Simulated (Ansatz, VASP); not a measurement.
# Cross-check of NaAsF6 between VASP and Ansatz

One calculation is typed for both programs; each brings its own data sets. How far apart do they land? The cell is taken from a series of runs on this material, whose earlier steps may have relaxed, scaled, displaced or heated it; both programs get it as it stands.

Method: plane waves, with VASP 6.6.1 beside it; G0W0 gap at PBEsol, in Ansatz 0.2.0.

### Step 1. Set-up

Symmetry: R-3, No. 148, trigonal system. The conventional cell has a = 5.097 Å, b = 5.097 Å, c = 14.122 Å, α = 90.00°, β = 90.00°, γ = 120.00°. Na has 6 F at 2.28 Å nearest. As has 6 F at 1.74 Å nearest. Nearest to F lie 1 As at 1.74 Å and 1 Na at 2.28 Å. Farther neighbours and most contacts between anions are not listed.

### Step 2. Ansatz: G0W0 gap, PBEsol

Ansatz runs on its default PAW (the set named soft_2) files.

Quasiparticle shifts depend on high empty states and on the cores, so they are the hardest test of two PAW sets.

Contents of input.yaml:

```yaml
crystal:
  lattice:
    - [2.5483170259, 1.4712715209, 4.7072945667]
    - [-2.5483170259, 1.4712715209, 4.7072945667]
    - [0.0, -2.9425430418, 4.7072945667]
  atoms:
    - { symbol: Na, position: [0.5, 0.5, 0.5] }
    - { symbol: As, position: [0.0, 0.0, 0.0] }
    - { symbol: F, position: [0.34813051, 0.07607174, 0.79001228] }
    - { symbol: F, position: [0.79001228, 0.34813051, 0.07607174] }
    - { symbol: F, position: [0.07607174, 0.79001228, 0.34813051] }
    - { symbol: F, position: [0.65186949, 0.92392826, 0.20998772] }
    - { symbol: F, position: [0.20998772, 0.65186949, 0.92392826] }
    - { symbol: F, position: [0.92392826, 0.20998772, 0.65186949] }
kpoints:
  mp_grid: { grid: [2, 2, 2] }
hamiltonian:
  xc: pbesol
scf:
  occupations: { method: fixed }
gw:
  n_empty_bands: 70
  ecut_chi: 114.29
  qp_bands: [v2, c2]
  qp_kpoints: [[0.5, 0.5, 0.0], [0.0, 0.0, 0.0]]
  screening: { model: contour_deformation }
```

Run with:

```console
$ ansatz run input.yaml --threads 4 --pin off --max-ram 7372MiB --backend cpu --events-out ev --progress --plain --runs-dir out
```

Numbers of over 12 decimals in the logs are rounded to 6 here.

The log of the run:

```text
Engine: ansatz 0.2.0, aarch64-unknown-linux-gnu
Pseudopotentials: kind: paw
Pseudopotential: Na, paw, valence charge 9, recommended cutoff 420 eV (normal), Na.paw.azcp
Pseudopotential: As, paw, valence charge 15, recommended cutoff 420 eV (normal), As.paw.azcp
Pseudopotential: F, paw, valence charge 7, recommended cutoff 420 eV (normal), F.paw.azcp
Functional definition: PBEsol
  exchange = pbesol_x
  correlation = pbesol_c
Crystal: 8 atoms, lattice volume = 105.893 Å³
Basis set: ecut = 420 eV, 2097 PW (Γ)
Bands: 41, of which v1, the nominal top of the filled ones, is band 33 counted from 1 (32 counted from 0)
Symmetry: 6 space group operations
Space group: R-3 (ITA 148), of the structure as read, at distance tolerance 4.7e-5 Å
k-points: 4 of 8
Non-local potential: Na, projectors of the file, l = 0: 3, l = 1: 2, l = 2: 1
Non-local potential: As, projectors of the file, l = 0: 2, l = 1: 2, l = 2: 3, l = 3: 1
Non-local potential: F, projectors of the file, l = 0: 2, l = 1: 2, l = 2: 1
PAW form: soft (Blöchl's): semilocal exchange-correlation on the pseudo side does not see the compensation charge
PAW frozen core: Na, regenerated for the run's functional, and the local potential with it (the file was generated under x = pbe(κ = 0.804, μ = 0.219515), c = pbe(β = 0.066725))
PAW frozen core: As, regenerated for the run's functional, and the local potential with it (the file was generated under x = pbe(κ = 0.804, μ = 0.219515), c = pbe(β = 0.066725))
PAW frozen core: F, regenerated for the run's functional, and the local potential with it (the file was generated under x = pbe(κ = 0.804, μ = 0.219515), c = pbe(β = 0.066725))
PAW one-centre angular grid: Na, 110 points (default); XC on 64 Gauss nodes
PAW one-centre angular grid: As, 590 points (default); XC on 64 Gauss nodes
PAW one-centre angular grid: F, 110 points (default); XC on 64 Gauss nodes
Initial density: superposition of atomic densities (neutral atoms: chi_scale 0, normalization atom), corrected by the library's trained network
Initial wavefunctions: pseudopotential atomic-orbital guess
Functional: x = pbesol(κ = 0.804, μ = 0.123457), c = pbesol(β = 0.046)
SCF iter   1: F=—  HF=-11093.996490 eV  |F-HF|=—  |Δ(HF+E_count)|=         —  Δρ=1.21e-2  dr2=9.39e-2  ethr=1.77e-3  ⟨swp⟩=4.2  Hψ=663  notcnv=0  defer=24
preconditioner: auto → Resta (q_TF=auto, 2.522 Å⁻¹)  ε∞=2.7  [insulator: Δε(μ)=5.573 eV  Ē_g=20.070 eV  n_scr=26 (ndim 8)  ℏωp=26.5 eV  f_vac=0.267  ε∞_Penn≈2.7]
SCF iter   2: F=—  HF=-11093.967262 eV  |F-HF|=—  |Δ(HF+E_count)|=   2.92e-2  Δρ=1.46e-3  dr2=7.31e-4  ethr=1.42e-4  ⟨swp⟩=2.0  Hψ=295  notcnv=0  defer=24
SCF iter   3: F=—  HF=-11093.967231 eV  |F-HF|=—  |Δ(HF+E_count)|=   3.10e-5  Δρ=5.81e-4  dr2=2.10e-4  ethr=1.11e-6  ⟨swp⟩=2.0  Hψ=288  notcnv=0  defer=24
SCF iter   4: F=—  HF=-11093.967359 eV  |F-HF|=—  |Δ(HF+E_count)|=   1.29e-4  Δρ=2.13e-4  dr2=3.17e-5  ethr=3.19e-7  ⟨swp⟩=2.0  Hψ=199  notcnv=0  defer=24
SCF iter   5: F=—  HF=-11093.967389 eV  |F-HF|=—  |Δ(HF+E_count)|=   2.98e-5  Δρ=4.04e-5  dr2=2.12e-6  ethr=4.80e-8  ⟨swp⟩=2.0  Hψ=261  notcnv=0  defer=13
SCF iter   6: F=—  HF=-11093.967393 eV  |F-HF|=—  |Δ(HF+E_count)|=   3.59e-6  Δρ=1.08e-5  dr2=1.38e-7  ethr=3.21e-9  ⟨swp⟩=2.0  Hψ=229  notcnv=0  defer=14
SCF iter   7: F=-11093.967393 eV  HF=-11093.967393 eV  |F-HF|=1.52e-8  |Δ(HF+E_count)|=   2.13e-7  Δρ=2.79e-6  dr2=9.17e-9  ethr=1.52e-10  ⟨swp⟩=8.0  Hψ=568  notcnv=0
SCF 1 converged in 7 iterations: F = -11093.967393 eV  dr2 = 9.17e-9
  greatest PAW one-centre occupation: 1.000 electrons in one spin orbital (limit 2), on the As atom at site 1 (counted from 0), in its partial waves of l = 2
NSCF: frozen V_eff on 4 k-points
G₀W₀ screening: q 1/4
[... further progress lines ...]
NSCF: frozen V_eff on 1 k-points
NSCF: frozen V_eff on 1 k-points
[...]
SCF converged after 7 iterations
Free energy (F): -11093.967393 eV
Harris-Foulkes:  -11093.967393 eV  (|F-HF|=1.52e-8)
Internal energy: -11093.967393 eV  (E = F + TS)
E sigma→0 (E₀):  -11093.967393 eV
Fermi energy:    -0.113022 eV
--- Per-component energies (eV) ---
  E_band       = -879.108380
  E_kinetic    = 1462.623417
  E_local      = -7879.745487  (includes V_loc(G=0)·N_el)
  E_nonlocal   = -100.327536
  E_hartree    = 3295.698307
  E_xc         = -585.359408
  E_vxc        = -733.250715  (∫ρ·V_xc dr)
  E_paw        = -3219.013648  (= ΣΔE_a)
  E_vpaw       = -219.813321  (= ΣTr[D̂ρ^β])
  E_aug_tail   = 0.012031  (compensation charges beyond the density's cutoff)
  E_ewald      = -4069.130847
  E_core_change = 1.275778  (= ΣΔE_core)
  E_smearing   = -0.000000  (= −TS)
  E_closure    = -0.000000  (closes the sum)
  Σ components = -11093.967393   (vs F -11093.967393, Δ=0.00e0)
--- Band table (eV) ---
  k-point 0: bands = [... 29 lower, -0.5976, -0.4706, -0.1915, -0.1915, 5.5633, 10.4126, 11.6283, 12.2368, ... 4 higher]
  k-point 1: bands = [... 29 lower, -0.6801, -0.2136, -0.1717, -0.1353, 6.3918, 10.4545, 11.8526, 11.9093, ... 4 higher]
  k-point 2: bands = [... 29 lower, -0.7180, -0.2442, -0.2080, -0.1130, 6.4906, 10.9799, 11.7542, 12.0245, ... 4 higher]
  k-point 3: bands = [... 29 lower, -0.6448, -0.3771, -0.1601, -0.1601, 6.3540, 9.9485, 11.9172, 12.3819, ... 4 higher]
--- G₀W₀: contour deformation, 5 samples at zero and on the imaginary axis and 1 off it, 8 q-points, 70 empty bands' worth ---
  eigenvalues of the whole cell's RPA ε∞ on this k-mesh (on a slab, of 1 + 4πα/V) = 1.8648, 1.8726, 1.8726; static W/v taken at q = 0 is 0.534719
    ik  band        ε_KS         Σx   Σc(E_QP)       V_xc       Z   E_QP_lin       E_QP  E_QP is
     0    32     -0.1915   -32.5986     6.0696   -24.2286  0.8010    -2.5507    -2.4919  root
     0    33     -0.1915   -32.5986     6.0696   -24.2286  0.8010    -2.5507    -2.4919  root
     0    34      5.5633   -14.7636    -2.2732   -20.0031  0.8649     8.5753     8.5295  root
     0    35     10.4126    -8.5026    -2.7448   -13.6445  0.8751    12.8475    12.8097  root
     2    32     -0.2080   -32.5040     6.0498   -24.1501  0.8015    -2.5710    -2.5121  root
     2    33     -0.1130   -32.6899     6.0611   -24.3425  0.8014    -2.4568    -2.3993  root
     2    34      6.4906   -18.1047    -2.2945   -23.9646  0.8495    10.1325    10.0559  root
     2    35     10.9799    -9.3393    -2.7686   -14.5529  0.8702    13.4575    13.4249  root
```

The column dr2 measures how far the density is from self-consistency, as an energy; F and HF (Harris–Foulkes) agree once it is small.

### Step 3. VASP: G0W0 gap, PBEsol

The same cell, functional and mesh now go to VASP, with its own data sets.

Lines of VASP's logs that name or quote its potential files are left out, and so is its time.

The run reads the wave functions of an earlier VASP run, which isn't shown here.

Contents of INCAR:

```
SYSTEM = NaAsF6
PREC = Accurate
ENCUT = 520
ISMEAR = 0
SIGMA = 0.01
LREAL = .FALSE.
GGA = PS
NBANDS = 98
ALGO = EVGW0
NELMGW = 1
ENCUTGW = 114.29
NOMEGA = 64
PRECFOCK = Fast
NBANDSGW = 36
LWAVE = .FALSE.
LCHARG = .FALSE.
```

Contents of POSCAR:

```
NaAsF6
1.0
    2.5483170259      1.4712715209      4.7072945667
   -2.5483170259      1.4712715209      4.7072945667
    0.0000000000     -2.9425430418      4.7072945667
Na As F
1 1 6
Direct
    0.5000000000      0.5000000000      0.5000000000
    0.0000000000      0.0000000000      0.0000000000
    0.3481305100      0.0760717400      0.7900122800
    0.7900122800      0.3481305100      0.0760717400
    0.0760717400      0.7900122800      0.3481305100
    0.6518694900      0.9239282600      0.2099877200
    0.2099877200      0.6518694900      0.9239282600
    0.9239282600      0.2099877200      0.6518694900
```

Contents of KPOINTS:

```
Automatic mesh
0
Gamma
2 2 2
0 0 0
```

Potentials, in the order of the species: Na_sv_GW, As_GW and F_GW (PBE family, release 64).

Run with:

```console
$ export OMP_NUM_THREADS=4
$ mpirun -np 1 vasp_std
```

The log of the run:

```text
[banner, memory and clock lines left out]
running    1 mpi-ranks, on    1 nodes
 distrk:  each k-point on    1 cores,    1 groups
 distr:  one band on    1 cores,    1 groups
 Offloading initialized ...    1 GPUs detected
 POSCAR found type information on POSCAR NaAsF
 POSCAR found :  3 types and       8 ions
|                                                                             |
|               ----> ADVICE to this user running VASP <----                  |
|                                                                             |
|     You enforced a specific xc type in the INCAR file but a different       |
|     [... a line on the potential file left out ...]
|     I HOPE YOU KNOW WHAT YOU ARE DOING!                                     |
|                                                                             |

|                                                                             |
|           W    W    AA    RRRRR   N    N  II  N    N   GGGG   !!!           |
|           W    W   A  A   R    R  NN   N  II  NN   N  G    G  !!!           |
|           W    W  A    A  R    R  N N  N  II  N N  N  G       !!!           |
|           W WW W  AAAAAA  RRRRR   N  N N  II  N  N N  G  GGG   !            |
|           WW  WW  A    A  R   R   N   NN  II  N   NN  G    G                |
|           W    W  A    A  R    R  N    N  II  N    N   GGGG   !!!           |
|                                                                             |
|     The default for ENCUTGWSOFT is different in this version of VASP.       |
|     please manually set ENCUTGWSOFT =114.29 in the INCAR file.              |
|                                                                             |

 LDA part: xc-table for (Slater+PW92), standard interpolation
 found WAVECAR, reading the header
 POSCAR, INCAR and KPOINTS ok, starting setup
 FFT: planning ... GRIDC
 FFT: planning ... GRID_SOFT
 FFT: planning ... GRID
 reading WAVECAR
 the WAVECAR file was read successfully
 initial charge from wavefunction
 available memory per node:   1564.45 GB, setting MAXMEM to   1601993

 The Fermi energy was updated, please check that it is located mid-gap
 values below the HOMO (VB) or above the LUMO (CB) will cause erroneous energies
 E-fermi :   0.1892

 calculate exact exchange contribution
 the WAVEDER file was read successfully
energies w=
    0.000    0.000    1.156    0.000    2.310    0.000    3.459    0.000
    4.601    0.000    5.734    0.000    6.857    0.000    7.967    0.000
    9.065    0.000   10.148    0.000   11.218    0.000   12.273    0.000
   13.314    0.000   14.342    0.000   15.356    0.000   16.359    0.000
   17.351    0.000   18.334    0.000   19.308    0.000   20.276    0.000
   21.239    0.000   22.198    0.000   23.157    0.000   24.116    0.000
   25.077    0.000   26.044    0.000   27.018    0.000   28.001    0.000
   28.996    0.000   30.006    0.000   31.035    0.000   32.084    0.000
   33.158    0.000   34.260    0.000   35.395    0.000   36.566    0.000
   37.780    0.000   39.043    0.000   40.359    0.000   41.737    0.000
   43.186    0.000   44.713    0.000   46.332    0.000   48.053    0.000
   49.891    0.000   51.865    0.000   53.993    0.000   56.302    0.000
   58.819    0.000   61.580    0.000   64.628    0.000   68.016    0.000
   71.811    0.000   76.097    0.000   80.981    0.000   86.605    0.000
   93.155    0.000  100.885    0.000  110.147    0.000  121.448    0.000
  135.541    0.000  153.593    0.000  177.522    0.000  210.717    0.000
 responsefunction array rank=     314
 LDA part: xc-table for (Slater+PW92), standard interpolation

 min. memory requirement per mpi rank    368.0 MB, per node    368.0 MB

 allocating  64 responsefunctions rank=   314
 shmem allocating  64 responsefunctions rank=   314
 response function shared by NCSHMEM nodes    1
 Doing            64  frequencies on each core in blocks of            64
NQ=   1    0.0000    0.0000    0.0000,
|.........|.........|.........|.........|.........|.........|.........|.........
 performed         59000 updates of chi_q(r,r)
 total number of BLAS operations         42.05 Gflops
NQ=   2    0.5000    0.0000    0.0000,
|.........|.........|.........|.........|.........|.........|.........|.........
 performed        146000 updates of chi_q(r,r)
 total number of BLAS operations         97.91 Gflops
NQ=   3    0.5000    0.5000    0.0000,
|.........|.........|.........|.........|.........|.........|.........|.........
 performed        233000 updates of chi_q(r,r)
 total number of BLAS operations        158.63 Gflops
NQ=   4    0.5000    0.5000    0.5000,
|.........|.........|.........|.........|.........|.........|.........|.........
 performed        292000 updates of chi_q(r,r)
 total number of BLAS operations        205.63 Gflops
 resolving degeneracies of screened two electron integrals

 calculate QP shifts <psi_nk| G(iteration)W_0 |psi_nk>: iteration 1
 entering main loop
```

(Continued in part 2 of 2.)

[Lines on the potential files, build, host, timing and source positions are cut from VASP's logs without a mark.]

[Logs are printed without paths, hosts, clocks, repeated set-up lines and the standing remarks that a program may print on its own settings, such as how far it seeks lower states.]

[Hosts, paths, dates, database ids (printed as entryN), source tags and the programs' standing remarks are cut or masked in the printed files.]
